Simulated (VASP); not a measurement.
Method: PBE GGA, VASP's PBE PAW potentials (set 64) (plane waves; VASP).

A VASP calculation is set up with these files.

**KPOINTS**
```
Automatic
0
Gamma
 3 3 3
```

### POSCAR
```
Al31Sc
1
    8.0715331257    -0.0000000000    -0.0000000000
   -0.0000000000     8.0715331257     0.0000000000
    0.0000000000     0.0000000000     8.0715331257
Al Sc
31 1
Direct
  0.5000000000   0.0000000000   0.0000000000
  0.7500000000   0.2500000000   0.0000000000
  0.7500000000   0.0000000000   0.2500000000
  0.0000000000   0.0000000000   0.0000000000
  0.2500000000   0.2500000000   0.0000000000
  0.5000000000   0.5000000000   0.0000000000
  0.7500000000   0.7500000000   0.0000000000
  0.2500000000   0.0000000000   0.2500000000
  0.5037460000   0.2558050000   0.2479380000
  0.7497340000   0.4960360000   0.2549700000
  0.5000000000   0.0000000000   0.5000000000
  0.7511800000   0.2443220000   0.5040080000
  0.7500000000   0.0000000000   0.7500000000
  0.0000000000   0.5000000000   0.0000000000
  0.2500000000   0.7500000000   0.0000000000
  0.0000000000   0.2500000000   0.2500000000
  0.2525170000   0.4943050000   0.2522190000
  0.4990000000   0.7549740000   0.2554960000
  0.0000000000   0.0000000000   0.5000000000
  0.2510780000   0.2479180000   0.4996950000
  0.7544820000   0.7479760000   0.5023550000
  0.2500000000   0.0000000000   0.7500000000
  0.5012040000   0.2554320000   0.7557470000
  0.7542010000   0.5052540000   0.7510390000
  0.0000000000   0.7500000000   0.2500000000
  0.0000000000   0.5000000000   0.5000000000
  0.2498180000   0.7478220000   0.4955240000
  0.0000000000   0.2500000000   0.7500000000
  0.2478580000   0.4951320000   0.7465440000
  0.5020330000   0.7462120000   0.7453310000
  0.0000000000   0.7500000000   0.7500000000
  0.4992980000   0.5028400000   0.5016000000
```

INCAR:
```
LMAXMIX=4
LASPH=.True.   # aspherical one-centre terms
LWAVE=.False.
ALGO=Fast
SYSTEM=Al31Sc
NELMIN=4
LCHARG=.False.
ISIF=2   # forces and stress, cell fixed
PREC=Normal
NELM=100   # most electronic steps
ISYM=0
SIGMA=0.1
EDIFFG=-0.03   # ionic stop
NSW=60   # most ionic steps
IBRION=2
ENCUT=400   # plane-wave cut-off (eV)
LREAL=Auto
GGA=PE   # PBE
EDIFF=1E-5
ISMEAR=1   # Methfessel-Paxton
```

POTCAR, in this order: Al Sc_sv (PBE.64 set). Program: vasp_std.

What VASP printed:

**OSZICAR**
```
       N       E                     dE             d eps       ncg     rms          rms(c)
DAV:   1     0.264408580514E+03    0.26441E+03   -0.32287E+04  2100   0.999E+02
DAV:   2    -0.934168559477E+02   -0.35783E+03   -0.33727E+03  2164   0.188E+02
DAV:   3    -0.124063111449E+03   -0.30646E+02   -0.29131E+02  2960   0.576E+01
DAV:   4    -0.125235533373E+03   -0.11724E+01   -0.11469E+01  2579   0.924E+00
DAV:   5    -0.125275549718E+03   -0.40016E-01   -0.39785E-01  2776   0.221E+00    0.112E+01
RMM:   6    -0.123919046890E+03    0.13565E+01   -0.28417E+00  2307   0.936E+00    0.499E+00
RMM:   7    -0.123834766900E+03    0.84280E-01   -0.32968E+00  2521   0.395E+00    0.216E+00
RMM:   8    -0.123708777517E+03    0.12599E+00   -0.31082E-01  2125   0.351E+00    0.178E+00
RMM:   9    -0.123700051861E+03    0.87257E-02   -0.11915E-01  2523   0.166E+00    0.550E-01
RMM:  10    -0.123696877919E+03    0.31739E-02   -0.35431E-02  2405   0.778E-01    0.316E-01
RMM:  11    -0.123697406894E+03   -0.52897E-03   -0.80239E-03  2275   0.235E-01    0.141E-01
RMM:  12    -0.123697319822E+03    0.87071E-04   -0.49725E-03  2475   0.278E-01    0.658E-02
RMM:  13    -0.123697245785E+03    0.74037E-04   -0.86199E-04  2494   0.116E-01    0.595E-02
RMM:  14    -0.123697207970E+03    0.37815E-04   -0.30800E-04  2164   0.703E-02    0.369E-02
RMM:  15    -0.123697197580E+03    0.10390E-04   -0.96266E-05  1703   0.534E-02    0.125E-02
RMM:  16    -0.123697199905E+03   -0.23248E-05   -0.64541E-05  1497   0.316E-02
   1 F= -.12369720E+03 E0= -.12369076E+03  d E =-.123697E+03
       N       E                     dE             d eps       ncg     rms          rms(c)
DAV:   1    -0.123793111953E+03   -0.95914E-01   -0.30951E+00  2288   0.947E+00    0.472E-01
RMM:   2    -0.123796168948E+03   -0.30570E-02   -0.14513E-01  2461   0.178E+00    0.398E-01
RMM:   3    -0.123795481079E+03    0.68787E-03   -0.21183E-02  2544   0.676E-01    0.169E-01
RMM:   4    -0.123795706287E+03   -0.22521E-03   -0.41688E-03  2411   0.217E-01    0.132E-01
RMM:   5    -0.123795757338E+03   -0.51051E-04   -0.84122E-04  2408   0.148E-01    0.287E-02
RMM:   6    -0.123795770246E+03   -0.12908E-04   -0.23313E-04  2158   0.698E-02    0.225E-02
RMM:   7    -0.123795775010E+03   -0.47631E-05   -0.57027E-05  1578   0.466E-02
   2 F= -.12379578E+03 E0= -.12378955E+03  d E =-.985751E-01
       N       E                     dE             d eps       ncg     rms          rms(c)
DAV:   1    -0.123852177100E+03   -0.56407E-01   -0.93671E+00  2094   0.167E+01    0.806E-01
RMM:   2    -0.123861394154E+03   -0.92171E-02   -0.42555E-01  2461   0.317E+00    0.697E-01
RMM:   3    -0.123858257321E+03    0.31368E-02   -0.56872E-02  2522   0.115E+00    0.294E-01
RMM:   4    -0.123858987070E+03   -0.72975E-03   -0.13276E-02  2474   0.397E-01    0.226E-01
RMM:   5    -0.123859149508E+03   -0.16244E-03   -0.23546E-03  2549   0.211E-01    0.521E-02
RMM:   6    -0.123859180337E+03   -0.30828E-04   -0.50355E-04  2336   0.931E-02    0.276E-02
RMM:   7    -0.123859192195E+03   -0.11859E-04   -0.13861E-04  2012   0.640E-02    0.181E-02
RMM:   8    -0.123859195023E+03   -0.28275E-05   -0.33859E-05  1390   0.361E-02
   3 F= -.12385920E+03 E0= -.12385369E+03  d E =-.161995E+00
       N       E                     dE             d eps       ncg     rms          rms(c)
DAV:   1    -0.123871081275E+03   -0.11889E-01   -0.15868E+00  2184   0.698E+00    0.225E-01
RMM:   2    -0.123874254078E+03   -0.31728E-02   -0.53291E-02  2517   0.998E-01    0.140E-01
RMM:   3    -0.123874275537E+03   -0.21458E-04   -0.61805E-03  2528   0.340E-01    0.684E-02
RMM:   4    -0.123874329065E+03   -0.53528E-04   -0.11107E-03  2365   0.128E-01    0.608E-02
RMM:   5    -0.123874345264E+03   -0.16199E-04   -0.23035E-04  2101   0.821E-02    0.355E-02
RMM:   6    -0.123874349266E+03   -0.40021E-05   -0.74293E-05  1742   0.396E-02
   4 F= -.12387435E+03 E0= -.12386946E+03  d E =-.151542E-01
       N       E                     dE             d eps       ncg     rms          rms(c)
DAV:   1    -0.123875687144E+03   -0.13419E-02   -0.11250E+00  2104   0.589E+00    0.186E-01
RMM:   2    -0.123877792049E+03   -0.21049E-02   -0.35736E-02  2511   0.838E-01    0.117E-01
RMM:   3    -0.123877840690E+03   -0.48641E-04   -0.45262E-03  2525   0.283E-01    0.616E-02
RMM:   4    -0.123877878492E+03   -0.37802E-04   -0.77526E-04  2317   0.113E-01    0.535E-02
RMM:   5    -0.123877890684E+03   -0.12191E-04   -0.17167E-04  1987   0.728E-02    0.322E-02
RMM:   6    -0.123877893939E+03   -0.32554E-05   -0.56496E-05  1625   0.370E-02
   5 F= -.12387789E+03 E0= -.12387359E+03  d E =-.186989E-01
       N       E                     dE             d eps       ncg     rms          rms(c)
DAV:   1    -0.123880416364E+03   -0.25257E-02   -0.45114E-02  2336   0.980E-01    0.648E-02
RMM:   2    -0.123880411168E+03    0.51956E-05   -0.20297E-03  2448   0.221E-01    0.295E-02
RMM:   3    -0.123880422176E+03   -0.11008E-04   -0.36007E-04  2209   0.850E-02    0.235E-02
RMM:   4    -0.123880424782E+03   -0.26059E-05   -0.68914E-05  1711   0.536E-02
   6 F= -.12388042E+03 E0= -.12387627E+03  d E =-.253084E-02
       N       E                     dE             d eps       ncg     rms          rms(c)
DAV:   1    -0.123881216009E+03   -0.79383E-03   -0.41146E-02  2162   0.936E-01    0.600E-02
RMM:   2    -0.123881216206E+03   -0.19688E-06   -0.19304E-03  2455   0.220E-01    0.311E-02
RMM:   3    -0.123881229635E+03   -0.13429E-04   -0.35987E-04  2210   0.832E-02    0.272E-02
RMM:   4    -0.123881232883E+03   -0.32476E-05   -0.68939E-05  1711   0.540E-02
   7 F= -.12388123E+03 E0= -.12387723E+03  d E =-.333894E-02
       N       E                     dE             d eps       ncg     rms          rms(c)
DAV:   1    -0.123882051031E+03   -0.82140E-03   -0.17094E-02  2154   0.670E-01    0.481E-02
RMM:   2    -0.123882074476E+03   -0.23444E-04   -0.68532E-04  2412   0.130E-01    0.153E-02
RMM:   3    -0.123882080694E+03   -0.62186E-05   -0.11782E-04  1974   0.557E-02    0.132E-02
RMM:   4    -0.123882082224E+03   -0.15301E-05   -0.22589E-05  1295   0.386E-02
   8 F= -.12388208E+03 E0= -.12387796E+03  d E =-.849342E-03
```

**OUTCAR**
```
------------------------ aborting loop because EDIFF is reached ----------------------------------------
  FORCE on cell =-STRESS in cart. coord.  units (eV):
  Direction    XX          YY          ZZ          XY          YZ          ZX
  --------------------------------------------------------------------------------------
  Total        4.9219697      4.9224367      4.9134757     -0.0074877     -0.0013391      0.0072897
  in kB       14.9962066     14.9976294     14.9703271     -0.0228134     -0.0040800      0.0222103
  external PRESSURE =      14.9880544 kB  Pullay stress =       0.0000000 kB
  volume of cell :      525.86
      direct lattice vectors                 reciprocal lattice vectors
     8.071533126  0.000000000  0.000000000     0.123892200  0.000000000  0.000000000
     0.000000000  8.071533126  0.000000000     0.000000000  0.123892200  0.000000000
     0.000000000  0.000000000  8.071533126     0.000000000  0.000000000  0.123892200
 POSITION                                       TOTAL-FORCE (eV/Angst)
 -----------------------------------------------------------------------------------
      4.03816      8.06986      0.00342         0.002606      0.005188     -0.001611
      6.07460      2.00575      0.00320        -0.009429     -0.000682      0.000214
      6.07233      8.07079      2.00724        -0.004406      0.001204      0.006291
      0.00282      8.07022      0.00206         0.002577     -0.001513      0.002368
      2.00512      2.00333      0.00214         0.014932     -0.000808      0.002798
      4.03882      4.04259      0.00383         0.001332     -0.012506     -0.000515
      6.06871      6.06937      0.00465         0.001442     -0.013918     -0.000607
      2.00761      8.06892      2.00265         0.007725      0.007291      0.013626
      4.04349      1.98553      1.98537        -0.007245     -0.004707      0.003530
      6.09034      4.03366      1.98967         0.004001      0.003212     -0.005395
      4.03880      0.00305      4.04062         0.001368     -0.004500     -0.001909
      6.08931      1.98063      4.04546         0.005063      0.000656     -0.010999
      6.06971      8.06787      6.07522        -0.002873      0.008874     -0.017125
      0.00513      4.03382      0.00294        -0.005004      0.002939      0.000598
      2.00791      6.06597      0.00219         0.004539     -0.006221     -0.002155
      0.00348      1.99886      2.00809        -0.000546      0.011245      0.006481
      1.99156      4.02961      1.98780        -0.004309      0.010658      0.001825
      4.03951      6.08838      1.99495         0.003660     -0.011112     -0.011010
      0.00508      8.06651      4.03690        -0.002768      0.006087      0.003695
      1.99167      1.98083      4.03765        -0.007408      0.002455      0.000630
      6.09232      6.08506      4.03916        -0.005314     -0.001510      0.001141
      2.00782      8.07052      6.06893         0.007893     -0.001550      0.000573
      4.04158      1.98951      6.09696        -0.002247     -0.014065     -0.010267
      6.09336      4.03953      6.09090        -0.006805     -0.009522     -0.004200
      0.00484      6.06463      2.00248        -0.005863     -0.009064      0.011220
      0.00296      4.02902      4.03674         0.002249      0.011584      0.003983
      1.98778      6.08079      4.03386         0.004420      0.005008      0.011864
      0.00403      1.99750      6.07062        -0.002918      0.014770     -0.009607
      1.98667      4.03173      6.08675         0.006074      0.006659      0.000125
      4.03617      6.08678      6.08513         0.005046     -0.003231      0.008966
      0.00509      6.06839      6.07132        -0.001925     -0.011911     -0.004862
      4.04198      4.03191      4.04016        -0.005867      0.008989      0.000334
 -----------------------------------------------------------------------------------
    total drift:                                0.005813     -0.000234      0.008087
  FREE ENERGIE OF THE ION-ELECTRON SYSTEM (eV)
  ---------------------------------------------------
  free  energy   TOTEN  =      -123.8820822243 eV

  energy  without entropy=     -123.8697127726  energy(sigma->0) =     -123.87795907

 reached required accuracy - stopping structural energy minimisation
```
(Selected blocks of OUTCAR.)

### CONTCAR
```
Al31Sc
   1.00000000000000
     8.0715331257000003    0.0000000000000000    0.0000000000000000
     0.0000000000000000    8.0715331257000003    0.0000000000000000
     0.0000000000000000    0.0000000000000000    8.0715331257000003
  Al              Sc
    31     1
Direct
     0.5002965693646788    0.9997923710046025    0.0004231518644924
     0.7525960942517916    0.2484965574002070    0.0003960527734402
     0.7523147990459251    0.9999073713287181    0.2486815950809928
     0.0003488805479456    0.9998372894439809    0.0002550241222895
     0.2484181413424762    0.2481974019321859    0.0002649844674578
     0.5003778365039265    0.5008457805869683    0.0004743990034185
     0.7518657466095655    0.7519475689548973    0.0005763026050652
     0.2487277430727702    0.9996768690056133    0.2481122145602493
     0.5009569496931907    0.2459922721245858    0.2459714387681653
     0.7545453847351307    0.4997388923873928    0.2465043349250469
     0.5003758342910368    0.0003781452979331    0.5006007088182410
     0.7544183213750471    0.2453849069307341    0.5012005429406560
     0.7519891461568585    0.9995457920757181    0.7526725538962052
     0.0006356054841629    0.4997584387203873    0.0003646659262054
     0.2487645663085700    0.7515266787092575    0.0002708208766765
     0.0004309973434554    0.2476435534706621    0.2487861355759128
     0.2467388843858089    0.4992376848868908    0.2462724517279744
     0.5004640936878153    0.7543032385287934    0.2471591804281634
     0.0006288181378304    0.9993770739987639    0.5001407839509291
     0.2467521814876120    0.2454090395428229    0.5002328130518362
     0.7547914254021217    0.7538920525736186    0.5004207497619434
     0.2487527357764232    0.9998745851015900    0.7518932679605201
     0.5007208531535496    0.2464845964041802    0.7553656930540840
     0.7549192523990852    0.5004661917355042    0.7546155909213852
     0.0005991304595893    0.7513597742289585    0.2480910519439999
     0.0003668892576905    0.4991643492135199    0.5001201760686507
     0.2462699110688626    0.7533630339653001    0.4997634848466881
     0.0004994916458576    0.2474742317107004    0.7521022566292634
     0.2461324414554026    0.4995000787341692    0.7541007533591093
     0.5000496679094080    0.7541042748888948    0.7538996547483638
     0.0006312220668723    0.7518260531135517    0.7521891635090604
     0.5007693855795381    0.4995218519988832    0.5005440018335165
```

The cell is a supercell with a defect, built from Al (fcc): Sc_Al. The run is not spin-polarised, so no state with unpaired spins was tried.
